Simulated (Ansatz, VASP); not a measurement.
# Cross-check of Cs3As between VASP and Ansatz

One calculation is typed for both programs; each brings its own data sets. How far apart do they land? The cell is generated by rule, not measured, and may not be a known phase. The cell is taken from a series of runs on this material, whose earlier steps may have relaxed, scaled, displaced or heated it; both programs get it as it stands.

Method: plane waves, with VASP 6.6.1 beside it; PBEsol, in Ansatz 0.2.0.

The structure was built from a prototype and need not be the compound's stable phase.

## Step 1: Starting point

The structure is cubic, space group Pm-3m (No. 221). The conventional cell has a = 7.087 Å, b = 7.087 Å, c = 7.087 Å, α = 90.00°, β = 90.00°, γ = 90.00°. Nearest to As lie 6 Cs at 3.54 Å. Nearest to Cs lie 2 As at 3.54 Å. Farther neighbours are not listed.

Coordinates:

```xyz
4
Lattice="7.0872 0.0000 0.0000 0.0000 7.0872 0.0000 0.0000 0.0000 7.0872" Properties=species:S:1:pos:R:3 pbc="T T T"
As    0.0000    0.0000    0.0000
Cs    3.5436    0.0000    0.0000
Cs    0.0000    3.5436    0.0000
Cs    0.0000    0.0000    3.5436
```

## Step 2: VASP: relaxation of cell and atoms, PBEsol

The relaxed volume is the usual yardstick between codes: in a stiff, nearly cubic crystal its relative difference is about their pressure difference at one cell divided by the bulk modulus.

Lines of VASP's logs that name or quote its potential files are left out, and so is its time.

The input, INCAR:

```
SYSTEM = Cs3As
PREC = Accurate
ENCUT = 500
EDIFF = 1E-07
NELM = 120
ISMEAR = 0
SIGMA = 0.1
LREAL = .FALSE.
ALGO = Normal
GGA = PS
NBANDS = 22
LORBIT = 11
LWAVE = .FALSE.
LCHARG = .FALSE.
ISIF = 3
IBRION = 2
NSW = 80
EDIFFG = -0.005
LASPH = .TRUE.
GGA_COMPAT = .FALSE.
NELMIN = 4
KPAR = 2
```

The input, POSCAR:

```
Cs3As
1.0
    7.0871780000      0.0000000000      0.0000000000
    0.0000000000      7.0871780000      0.0000000000
    0.0000000000      0.0000000000      7.0871780000
As Cs
1 3
Direct
    0.0000000000      0.0000000000      0.0000000000
    0.5000000000      0.0000000000      0.0000000000
    0.0000000000      0.5000000000      0.0000000000
    0.0000000000      0.0000000000      0.5000000000
```

The input, KPOINTS:

```
Automatic mesh
0
Gamma
6 6 6
0 0 0
```

PAW data sets: As and Cs_sv (PBE family, release 64).

Started as:

```sh
$ mpirun -np 2 vasp_std
```

Numbers of over 12 decimals in the logs are rounded to 6 here.

What it wrote:

```text
[banner, memory and clock lines left out]
running    2 mpi-ranks, on    1 nodes
 distrk:  each k-point on    1 cores,    2 groups
 distr:  one band on    1 cores,    1 groups

 POSCAR found type information on POSCAR AsCs
 POSCAR found :  2 types and       4 ions
|                                                                             |
|               ----> ADVICE to this user running VASP <----                  |
|                                                                             |
|     You enforced a specific xc type in the INCAR file but a different       |
|     [... a line on the potential file left out ...]
|     I HOPE YOU KNOW WHAT YOU ARE DOING!                                     |
|                                                                             |

 LDA part: xc-table for (Slater+PW92), standard interpolation
 POSCAR, INCAR and KPOINTS ok, starting setup
 FFT: planning ... GRIDC
 FFT: planning ... GRID_SOFT
 FFT: planning ... GRID
 WAVECAR not read
 entering main loop
       N       E                     dE             d eps       ncg     rms          rms(c)
DAV:   1     0.234310243971E+03    0.23431E+03   -0.10600E+04   880   0.105E+03
DAV:   2     0.209137728591E+02   -0.21340E+03   -0.20509E+03  1228   0.192E+02
DAV:   3    -0.120813028787E+02   -0.32995E+02   -0.32878E+02  1114   0.787E+01
DAV:   4    -0.128225158901E+02   -0.74121E+00   -0.74075E+00  1024   0.150E+01
DAV:   5    -0.128333540126E+02   -0.10838E-01   -0.10836E-01  1130   0.165E+00    0.505E+00
DAV:   6    -0.907715388614E+01    0.37562E+01   -0.67935E+00  1096   0.681E+00    0.210E+00
DAV:   7    -0.861158148954E+01    0.46557E+00   -0.27009E+00  1232   0.471E+00    0.193E+00
DAV:   8    -0.888755616143E+01   -0.27597E+00   -0.27135E+00   970   0.394E+00    0.185E+00
DAV:   9    -0.891280820123E+01   -0.25252E-01   -0.24485E-01   886   0.134E+00    0.190E+00
DAV:  10    -0.899803053241E+01   -0.85222E-01   -0.20489E-02  1180   0.338E-01    0.206E+00
DAV:  11    -0.899969999421E+01   -0.16695E-02   -0.11369E-03   928   0.103E-01    0.206E+00
DAV:  12    -0.858861169217E+01    0.41109E+00   -0.27611E+00  1078   0.407E+00    0.264E+00
DAV:  13    -0.861388399026E+01   -0.25272E-01   -0.24551E-01   912   0.152E+00    0.317E+00
DAV:  14    -0.859742037839E+01    0.16464E-01   -0.53575E-03  1080   0.240E-01    0.293E+00
[...]
DAV:  26    -0.845600087319E+01    0.10095E-01   -0.12220E-02  1026   0.334E-01    0.524E-01
DAV:  27    -0.845309178755E+01    0.29091E-02   -0.70494E-03  1136   0.226E-01    0.166E-01
DAV:  28    -0.845281128552E+01    0.28050E-03   -0.64590E-04  1110   0.815E-02    0.472E-02
DAV:  29    -0.845277385947E+01    0.37426E-04   -0.13261E-04  1116   0.364E-02    0.882E-03
DAV:  30    -0.845277477761E+01   -0.91814E-06   -0.75378E-06   964   0.975E-03    0.438E-03
DAV:  31    -0.845277493381E+01   -0.15620E-06   -0.10434E-06   988   0.301E-03    0.410E-03
DAV:  32    -0.845277475529E+01    0.17852E-06   -0.18948E-07   756   0.150E-03    0.150E-03
DAV:  33    -0.845277470612E+01    0.49171E-07   -0.31925E-08   440   0.773E-04
   1 F= -.84527747E+01 E0= -.84404105E+01  d E =-.845277E+01
 curvature:   0.00 expect dE= 0.000E+00 dE for cont linesearch  0.000E+00
 trial: gam= 0.00000 g(F)=  0.000E+00 g(S)=  0.434E-03 ort = 0.000E+00 (trialstep = 0.100E+01)
 search vector abs. value=  0.434E-03
 bond charge predicted
       N       E                     dE             d eps       ncg     rms          rms(c)
DAV:   1    -0.845616370716E+01   -0.33890E-02   -0.58090E-02   880   0.110E+00    0.231E-01
DAV:   2    -0.845385760849E+01    0.23061E-02   -0.48062E-03   892   0.271E-01    0.104E-01
DAV:   3    -0.845325895080E+01    0.59866E-03   -0.10020E-03   916   0.146E-01    0.463E-02
DAV:   4    -0.845311882042E+01    0.14013E-03   -0.57229E-04   898   0.104E-01    0.173E-02
DAV:   5    -0.845311403338E+01    0.47870E-05   -0.11748E-05  1006   0.181E-02    0.722E-03
DAV:   6    -0.845311188496E+01    0.21484E-05   -0.22601E-06   968   0.744E-03    0.206E-03
DAV:   7    -0.845311184191E+01    0.43054E-07   -0.14694E-07   778   0.202E-03
   2 F= -.84531118E+01 E0= -.84408150E+01  d E =-.337136E-03
 trial-energy change:   -0.000337  1 .order   -0.000342   -0.000434   -0.000250
 step:   2.3619(harm=  2.3619)  dis= 0.00000  next Energy=    -8.453287 (dE=-0.512E-03)
 bond charge predicted
       N       E                     dE             d eps       ncg     rms          rms(c)
DAV:   1    -0.845890420803E+01   -0.57923E-02   -0.10735E-01   880   0.150E+00    0.314E-01
DAV:   2    -0.845463915596E+01    0.42651E-02   -0.88900E-03   892   0.368E-01    0.141E-01
DAV:   3    -0.845353230939E+01    0.11068E-02   -0.18591E-03   922   0.199E-01    0.628E-02
DAV:   4    -0.845327490654E+01    0.25740E-03   -0.10500E-03   898   0.141E-01    0.234E-02
DAV:   5    -0.845326768186E+01    0.72247E-05   -0.21289E-05  1006   0.244E-02    0.984E-03
DAV:   6    -0.845326464275E+01    0.30391E-05   -0.41726E-06   952   0.101E-02    0.274E-03
DAV:   7    -0.845326467712E+01   -0.34366E-07   -0.27845E-07   834   0.270E-03
   3 F= -.84532647E+01 E0= -.84410600E+01  d E =-.489971E-03
 curvature:  -1.18 expect dE=-0.681E-07 dE for cont linesearch -0.681E-07
 trial: gam= 0.00000 g(F)=  0.185E-67 g(S)=  0.577E-07 ort =-0.500E-05 (trialstep = 0.127E+01)
 search vector abs. value=  0.578E-07
 reached required accuracy - stopping structural energy minimisation
```

Parts of OUTCAR (step 2):

```text
ion  position               nearest neighbor table
   1  0.000  0.000  0.000-
   2  0.500  0.000  0.000-
   3  0.000  0.500  0.000-
   4  0.000  0.000  0.500-

  LATTYP: Found a simple cubic cell.
 ALAT       =     7.0871780000

 Subroutine GETGRP returns: Found 48 space group operations
 (whereof 48 operations were pure point group operations)

The static configuration has the point symmetry O_h .

 Found     20 irreducible k-points:

   k-points           NKPTS =     20   k-points in BZ     NKDIM =     20   number of bands    NBANDS=     22

   dimension x,y,z NGX =    54 NGY =   54 NGZ =   54
   dimension x,y,z NGXF=   108 NGYF=  108 NGZF=  108

   ENCUT  =  500.0 eV  36.75 Ry    6.06 a.u.  12.92 12.92 12.92*2*pi/ulx,y,z

   NELECT =      32.0000    total number of electrons

 k-points in reciprocal lattice and weights: Automatic mesh
   0.00000000  0.00000000  0.00000000       0.005
   0.16666667  0.00000000  0.00000000       0.028
   0.33333333  0.00000000  0.00000000       0.028
   0.50000000  0.00000000  0.00000000       0.014
   0.16666667  0.16666667  0.00000000       0.056
   0.33333333  0.16666667  0.00000000       0.111
   0.50000000  0.16666667  0.00000000       0.056
   0.33333333  0.33333333  0.00000000       0.056
   0.50000000  0.33333333  0.00000000       0.056
[...]
0.50000000  0.50000000  0.33333333       0.028
   0.50000000  0.50000000  0.50000000       0.005

 average (electrostatic) potential at core
       1 -52.5409       2 -52.0489       3 -52.0489       4 -52.0489

 E-fermi :   0.3556

 k-point     1 :       0.0000    0.0000    0.0000
  band No.  band energies     occupation
    ...
     10      -9.2329      2.00000
     11      -9.2329      2.00000
     12      -9.2329      2.00000
     13      -8.4383      2.00000
     14      -0.3310      2.00000
     15       0.4193      0.36769
     16       0.4193      0.36769
     17       0.4193      0.36769
     18       1.6286      0.00000
     19       1.6286      0.00000
    ...

 k-point     2 :       0.1667    0.0000    0.0000
  band No.  band energies     occupation
    ...
     13      -8.3110      2.00000
     14      -0.2986      2.00000
     15       0.2333      1.91630
     16       0.3832      0.69628
     17       0.3832      0.69628
     18       1.5571      0.00000
     19       1.7532      0.00000
     20       2.2672      0.00000
     21       2.2672      0.00000
     22       2.2853      0.00000

 k-point     3 :       0.3333    0.0000    0.0000
  band No.  band energies     occupation
    ...
     13      -8.1010      2.00000
     14      -0.4620      2.00000
     15       0.2656      1.79720
     16       0.3177      1.40800
     17       0.3177      1.40800
     18       1.1933      0.00000
     19       2.0882      0.00000
     20       2.2929      0.00000
     21       2.2929      0.00000
     22       2.4013      0.00000

  Total       -0.0012625     -0.0012625     -0.0012625      0.0000000     -0.0000000     -0.0000000
  in kB       -0.0056296     -0.0056296     -0.0056296      0.0000000     -0.0000000     -0.0000000
  external PRESSURE =      -0.0056296 kB  Pullay stress =       0.0000000 kB

  energy-cutoff  :      500.00
  volume of cell :      359.32
      direct lattice vectors                 reciprocal lattice vectors
     7.109281457  0.000000000  0.000000000     0.140661191  0.000000000 -0.000000000
    -0.000000000  7.109281457 -0.000000000    -0.000000000  0.140661191  0.000000000
     0.000000000 -0.000000000  7.109281457    -0.000000000  0.000000000  0.140661191

 POSITION                                       TOTAL-FORCE (eV/Angst)
 -----------------------------------------------------------------------------------
      0.00000      0.00000      0.00000        -0.000000      0.000000      0.000000
      3.55464      0.00000      0.00000         0.000000     -0.000000      0.000000
     -0.00000      3.55464     -0.00000        -0.000000     -0.000000      0.000000
      0.00000     -0.00000      3.55464         0.000000      0.000000      0.000000
 -----------------------------------------------------------------------------------
    total drift:                                0.000000     -0.000000      0.000000

  FREE ENERGIE OF THE ION-ELECTRON SYSTEM (eV)
  ---------------------------------------------------
  free  energy   TOTEN  =        -8.4532646771 eV

  energy  without entropy=       -8.4288553151  energy(sigma->0) =       -8.44106000

 reached required accuracy - stopping structural energy minimisation

 total charge
# of ion       s       p       d       tot
------------------------------------------
    1        1.247   1.441   0.002   2.690
    2        1.858   4.673   0.037   6.567
    3        1.858   4.673   0.037   6.567
    4        1.858   4.673   0.037   6.567
--------------------------------------------------
tot          6.820  15.460   0.111  22.391

[... 3 further parts left out ...]
```

The k-mesh is coarse for a metal.

(Continued in part 2 of 2.)

[Lines on the potential files, build, host, timing and source positions are cut from VASP's logs without a mark.]

[Logs are printed without paths, hosts, clocks, repeated set-up lines and the standing remarks that a program may print on its own settings, such as how far it seeks lower states.]

[Hosts, paths, dates, database ids (printed as entryN), source tags and the programs' standing remarks are cut or masked in the printed files.]
